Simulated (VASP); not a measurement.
Consider the following.

```
CdF2
1.0
    0.00000     2.63516     2.63516
    2.63516     0.00000     2.63516
    2.63516     2.63516     0.00000
Cd F
1 2
Direct
  0.00000   0.00000   0.00000
  0.25000   0.25000   0.25000
  0.75000   0.75000   0.75000
```

Method: r2SCAN meta-GGA, VASP's PBE PAW potentials (set 64) (plane waves; VASP 6.6.1). Settings: 600 eV cut-off, 6×6×6 Γ-centred mesh, Gaussian smearing of 0.050 eV, potentials Cd F.

### Question
Predict the energy per atom (σ→0), pressure.

### Answer

```
Item                             Value
---------------------  ---------------
energy per atom (σ→0)  -11.212 eV/atom
pressure                     10.03 GPa
```

The compound is CdF2 in the fluorite structure. It was relaxed first under an external pressure of 10 GPa.
